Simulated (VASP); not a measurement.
# SiSn2 (P-6m2) in VASP: single point with PBE

Aim: the single point of SiSn2 with PBE.

Everything below comes from runs of VASP 6.6.1. Logs are shortened: lines on timing, memory, paths and dates and some standing lists are left out, and cuts for length are marked.

## Step 1: Starting point

The structure is hexagonal, space group P-6m2 (No. 187). Conventional cell: a = 3.271 Å, b = 3.271 Å, c = 15.488 Å, α = 90.00°, β = 90.00°, γ = 120.00°. Si (site symmetry 3m) is surrounded by 6 Sn at 3.02 to 3.09 Å and 6 Si at 3.27 Å. Sn (site symmetry -6m2) has 12 Sn at 3.27 to 3.49 Å as nearest neighbours. Around Sn (site symmetry -6m2) lie 6 Si at 3.09 Å and 6 Sn at 3.27 Å. Around Sn (site symmetry 3m) lie 3 Si at 3.02 Å and 6 Sn at 3.27 Å.

The cell was built by a generator and needn't be a form met in nature.

## Step 2: Single point, PBE

Contents of INCAR:

```
SYSTEM = SiSn2
  PREC = Accurate
  ENCUT = 520
  EDIFF = 1E-7
  ISMEAR = 0
  SIGMA = 0.1
  LREAL = .FALSE.
  LASPH = .TRUE.
  NELM = 100
  ALGO = Fast
  ISIF = 2
  LWAVE = .FALSE.
  LCHARG = .TRUE.
  GGA = PE
  LELF = .TRUE.
  LVHAR = .TRUE.
  NBANDS = 41
```

Contents of KPOINTS:

```
Automatic mesh
0
G
  12 12 4
  0 0 0
```

Contents of POSCAR:

```
SiSn2
1.0
    3.2709798356      0.0000000000      0.0000000000
   -1.6354899178      2.8327516329      0.0000000000
    0.0000000000      0.0000000000     15.4880482865
Si Sn
2 4
Direct
    0.3333333333      0.6666666667      0.8419177935
    0.3333333333      0.6666666667      0.1580822065
    0.3333333333      0.6666666667      0.5000000000
    0.6666666667      0.3333333333      0.0000000000
    0.6666666667      0.3333333333      0.3105701033
    0.6666666667      0.3333333333      0.6894298967
```

Potentials or basis: VASP PAW PBE potentials, release 64 (Si, Sn_d).

Started as:

```bash
$ cat potpaw_PBE.64/Si/POTCAR potpaw_PBE.64/Sn_d/POTCAR > POTCAR
$ mpirun -np 1 vasp_std > vasp.out
```

OUTCAR:

```text
SYSTEM = SiSn2
   PREC = Accurate
   ENCUT = 520
   EDIFF = 1E-7
   ISMEAR = 0
   LREAL = .FALSE.
   LASPH = .TRUE.
   NELM = 100
   ISIF = 2
   GGA = PE

 ion  position               nearest neighbor table
   1  0.333  0.667  0.842-   6 3.02   6 3.02   6 3.02   4 3.09   4 3.09   4 3.09
   2  0.333  0.667  0.158-   5 3.02   5 3.02   5 3.02   4 3.09   4 3.09   4 3.09
   3  0.333  0.667  0.500-   5 3.49   6 3.49   5 3.49   6 3.49   5 3.49   6 3.49
   4  0.667  0.333  0.000-   1 3.09   2 3.09   1 3.09   2 3.09   1 3.09   2 3.09
   5  0.667  0.333  0.311-   2 3.02   2 3.02   2 3.02   3 3.49   3 3.49   3 3.49
   6  0.667  0.333  0.689-   1 3.02   1 3.02   1 3.02   3 3.49   3 3.49   3 3.49

  LATTYP: Found a hexagonal cell.
 ALAT       =     3.2709798356
 C/A-ratio  =     4.7349873937

  Lattice vectors:

 A1 = (   3.2709798356,   0.0000000000,   0.0000000000)
 A2 = (  -1.6354899178,   2.8327516329,   0.0000000000)
 A3 = (   0.0000000000,   0.0000000000,  15.4880482865)

Analysis of symmetry for initial positions (statically):
=====================================================================
 Subroutine PRICEL returns:
 Original cell was already a primitive cell.

 Routine SETGRP: Setting up the symmetry group for a
 hexagonal supercell.

 Subroutine GETGRP returns: Found 12 space group operations
 (whereof 12 operations were pure point group operations)
 out of a pool of 24 trial point group operations.

The static configuration has the point symmetry D_3h.

Analysis of symmetry for dynamics (positions and initial velocities):
=====================================================================
 Subroutine PRICEL returns:
 Original cell was already a primitive cell.

 Routine SETGRP: Setting up the symmetry group for a
 hexagonal supercell.

 Subroutine GETGRP returns: Found 12 space group operations
 (whereof 12 operations were pure point group operations)
 out of a pool of 24 trial point group operations.

The dynamic configuration has the point symmetry D_3h.

 Subroutine INISYM returns: Found 12 space group operations
 (whereof 12 operations are pure point group operations),
 and found     1 'primitive' translations

----------------------------------------------------------------------------------------

                                     Primitive cell

  volume of cell :     143.5103

  direct lattice vectors                    reciprocal lattice vectors
     3.270979836  0.000000000  0.000000000     0.305718791  0.176506826  0.000000000
    -1.635489918  2.832751633  0.000000000     0.000000000  0.353013652  0.000000000
     0.000000000  0.000000000 15.488048286     0.000000000  0.000000000  0.064565914

  length of vectors
     3.270979836  3.270979836 15.488048286     0.353013652  0.353013652  0.064565914

  position of ions in fractional coordinates (direct lattice)
     0.333333333  0.666666667  0.841917794
     0.333333333  0.666666667  0.158082206
     0.333333333  0.666666667  0.500000000
     0.666666667  0.333333333  0.000000000
     0.666666667  0.333333333  0.310570103
     0.666666667  0.333333333  0.689429897

  ion indices of the primitive-cell ions
   primitive index   ion index
                 1           1
                 2           2
                 3           3
                 4           4
                 5           5
                 6           6

----------------------------------------------------------------------------------------

 KPOINTS: Automatic mesh

Automatic generation of k-mesh.
 Grid dimensions read from file:
 generate k-points for:   12   12    4

 Generating k-lattice:

  Cartesian coordinates                     Fractional coordinates (reciprocal lattice)
     0.025476566  0.014708902  0.000000000     0.083333333  0.000000000  0.000000000
     0.000000000  0.029417804  0.000000000     0.000000000  0.083333333  0.000000000
     0.000000000  0.000000000  0.016141479     0.000000000  0.000000000  0.250000000

  Length of vectors
     0.029417804  0.029417804  0.016141479

  Shift w.r.t. Gamma in fractional coordinates (k-lattice)
     0.000000000  0.000000000  0.000000000

 Subroutine IBZKPT returns following result:
 ===========================================

 Found     57 irreducible k-points:

 Following reciprocal coordinates:
            Coordinates               Weight
  0.000000  0.000000  0.000000      1.000000
  0.083333  0.000000  0.000000      6.000000
  0.166667  0.000000  0.000000      6.000000
  0.250000  0.000000  0.000000      6.000000
  0.333333  0.000000  0.000000      6.000000
  0.416667  0.000000  0.000000      6.000000
[... 16 lines left out ...]
  0.250000  0.000000  0.250000     12.000000
  0.333333  0.000000  0.250000     12.000000
 [... further k-points ...]
   k-points           NKPTS =     57   k-points in BZ     NKDIM =     57   number of bands    NBANDS=     41
   number of dos      NEDOS =    301   number of ions     NIONS =      6
   total plane-waves  NPLWV =  69120
   dimension x,y,z NGX =    24 NGY =   24 NGZ =  120
   dimension x,y,z NGXF=    48 NGYF=   48 NGZF=  240
   ions per type =               2   4
   NGX,Y,Z   is equivalent  to a cutoff of  12.20, 12.20, 12.88 a.u.
   NGXF,Y,Z  is equivalent  to a cutoff of  24.40, 24.40, 25.76 a.u.
 SYSTEM =  SiSn2
   PREC   = accura    normal or accurate (medium, high low for compatibility)
   ISTART =      0    job   : 0-new  1-cont  2-samecut
   ICHARG =      2    charge: 1-file 2-atom 10-const
   ISPIN  =      1    spin polarized calculation?
   LNONCOLLINEAR =      F non collinear calculations
   LSORBIT =      F    spin-orbit coupling
   LASPH  =      T    aspherical Exc in radial PAW
   ENCUT  =  520.0 eV  38.22 Ry    6.18 a.u.   6.08  6.08 28.80*2*pi/ulx,y,z
   NELM   =    100;   NELMIN=  2; NELMDL= -5     # of ELM steps
   EDIFF  = 0.1E-06   stopping-criterion for ELM
   LREAL  =      F    real-space projection
   EDIFFG = 0.1E-05   stopping-criterion for IOM
   NSW    =      0    number of steps for IOM
   IBRION =     -1    ionic relax: 0-MD 1-quasi-New 2-CG
   NFREE  =      0    steps in history (QN), initial steepest desc. (CG)
   ISIF   =      2    stress and relaxation
   ISYM   =      2    0-nonsym 1-usesym 2-fastsym
   POTIM  = 0.5000    time-step for ionic-motion
   TEBEG  =    0.0;   TEEND  =   0.0 temperature during run
   PSTRESS=    0.0 pullay stress
   NELECT =      64.0000    total number of electrons
   NUPDOWN=      -1.0000    fix difference up-down
   EMIN   =  10.00;   EMAX   =-10.00  energy-range for DOS
   EFERMI =   0.00;   METHOD = LEGACY
   ISMEAR =     0;   SIGMA  =   0.10  broadening in eV -4-tet -1-fermi 0-gaus
   EFERMI_NEDOS =   21; number of points for ismear=-14 and -15
   IALGO  =     68    algorithm
   IMIX   =      4    mixing-type and parameters
     AMIX     =   0.40;   BMIX     =  1.00
     AMIX_MAG =   1.60;   BMIX_MAG =  1.00
  volume/ion in A,a.u.               =      23.92       161.41
  Fermi-wavevector in a.u.,A,eV,Ry     =   1.250759  2.363593 21.284944  1.564399
  Thomas-Fermi vector in A             =   2.384739
   LORBIT       =      0    0 simple, 1 ext, 2 COOP (PROOUT), +10 PAW based schemes
   GGA     = PE    functional components
   LHFCALC =     F    Hartree Fock is set to
   AEXX    =    0.0000 exact exchange contribution
   IVDW    =     0    specifies the selected vdW correction
   LEPSILON=     F    determine dielectric tensor
   LRPA    =     F    only Hartree local field effects (RPA)
 non-spin polarized calculation
 RMM-DIIS sequential band-by-band and
 Gauss-broadening in eV      SIGMA  =   0.10
  energy-cutoff  :      520.00
  volume of cell :      143.51
 maximum number of plane-waves:      3906
   NGX = 13   NGY = 13   NGZ = 57

 number of electron      64.0000009 magnetization

 Free energy of the ion-electron system (eV)
  ---------------------------------------------------
  ext. energy  EPLUGINS =         0.00000000
  ---------------------------------------------------
  free energy    TOTEN  =       -23.98170454 eV

  energy without entropy =      -23.97288239  energy(sigma->0) =      -23.97729347

 E-fermi :   8.0592     XC(G=0): -10.3986

 val. band max:        8.0494789627   @ k =   0.4167   0.1667   0.2500
 cond. band min:       8.0700840629   @ k =   0.2500   0.2500   0.2500
 fundamental gap:      0.0206051002
 Fermi energy:         8.0591734687

 k-point     1 :       0.0000    0.0000    0.0000
  band No.  band energies     occupation
      1     -13.5634      2.00000
      2     -13.5634      2.00000
      3     -13.5574      2.00000
      4     -13.5465      2.00000
      5     -13.5115      2.00000
      6     -13.5115      2.00000
[... 33 lines left out ...]
     40      15.4025      0.00000
     41      15.4379      0.00000

 k-point     2 :       0.0833    0.0000    0.0000
  band No.  band energies     occupation
      1     -13.5672      2.00000
      2     -13.5513      2.00000
      3     -13.5481      2.00000
      4     -13.5413      2.00000
      5     -13.5154      2.00000
      6     -13.5152      2.00000
[... 33 lines left out ...]
     40      15.0433      0.00000
     41      15.2421      0.00000

 k-point     3 :       0.1667    0.0000    0.0000
  band No.  band energies     occupation
      1     -13.5793      2.00000
      2     -13.5432      2.00000
      3     -13.5277      2.00000
      4     -13.5218      2.00000
      5     -13.5206      2.00000
      6     -13.5178      2.00000
[... 33 lines left out ...]
     40      13.5211      0.00000
     41      14.6062      0.00000

 k-point     4 :       0.2500    0.0000    0.0000
  band No.  band energies     occupation
      1     -13.5962      2.00000
      2     -13.5603      2.00000
      3     -13.5444      2.00000
      4     -13.5337      2.00000
      5     -13.4843      2.00000
      6     -13.4824      2.00000
[... 825 lines left out ...]
     40      13.9725      0.00000
     41      14.1712      0.00000

 k-point    23 :       0.2500    0.0000    0.2500
  band No.  band energies     occupation
      1     -13.5962      2.00000
      2     -13.5603      2.00000
      3     -13.5444      2.00000
      4     -13.5337      2.00000
      5     -13.4844      2.00000
      6     -13.4824      2.00000
[... 33 lines left out ...]
     40      13.3016      0.00000
     41      13.5500      0.00000

 k-point    24 :       0.3333    0.0000    0.2500
  band No.  band energies     occupation
      1     -13.6132      2.00000
      2     -13.5789      2.00000
      3     -13.5610      2.00000
      4     -13.5475      2.00000
      5     -13.5076      2.00000
      6     -13.5004      2.00000
[... 33 lines left out ...]
     40      12.5041      0.00000
     41      12.7646      0.00000

 [... further k-points ...]

------------------------ aborting loop because EDIFF is reached ----------------------------------------

  FORCE on cell =-STRESS in cart. coord.  units (eV):
  Direction    XX          YY          ZZ          XY          YZ          ZX
  --------------------------------------------------------------------------------------
  -------------------------------------------------------------------------------------
  Total       -0.0517199     -0.0517199     -0.0481493      0.0000000      0.0000000      0.0000000
  in kB       -0.5774109     -0.5774109     -0.5375479      0.0000000      0.0000000      0.0000000
  external PRESSURE =      -0.5641232 kB  Pullay stress =       0.0000000 kB

 VOLUME and BASIS-vectors are now :
 -----------------------------------------------------------------------------
  energy-cutoff  :      520.00
  volume of cell :      143.51
      direct lattice vectors                 reciprocal lattice vectors
     3.270979836  0.000000000  0.000000000     0.305718791  0.176506826  0.000000000
    -1.635489918  2.832751633  0.000000000     0.000000000  0.353013652  0.000000000
     0.000000000  0.000000000 15.488048286     0.000000000  0.000000000  0.064565914

 POSITION                                       TOTAL-FORCE (eV/Angst)
 -----------------------------------------------------------------------------------
     -0.00000      1.88850     13.03966         0.000000      0.000000      0.001470
     -0.00000      1.88850      2.44838        -0.000000      0.000000     -0.001470
     -0.00000      1.88850      7.74402         0.000000     -0.000000     -0.000000
      1.63549      0.94425      0.00000        -0.000000     -0.000000     -0.000000
      1.63549      0.94425      4.81012         0.000000     -0.000000      0.001437
      1.63549      0.94425     10.67792        -0.000000     -0.000000     -0.001437
 -----------------------------------------------------------------------------------
    total drift:                               -0.000000      0.000000      0.000000

  FREE ENERGIE OF THE ION-ELECTRON SYSTEM (eV)
  ---------------------------------------------------
  free  energy   TOTEN  =       -23.9817045423 eV

  energy  without entropy=      -23.9728823877  energy(sigma->0) =      -23.97729347
```

It took 5.2 min on 1 thread of Intel Xeon Platinum 8259CL at 2.50GHz (Skylake/Cascade Lake), shared host; peak memory 0.41 GiB.

What came out:

```yaml
Free_energy: -23.9817 eV
Pressure: -0.1 GPa
Band_gap_on_the_k_mesh: none (metal or under the smearing width)
```
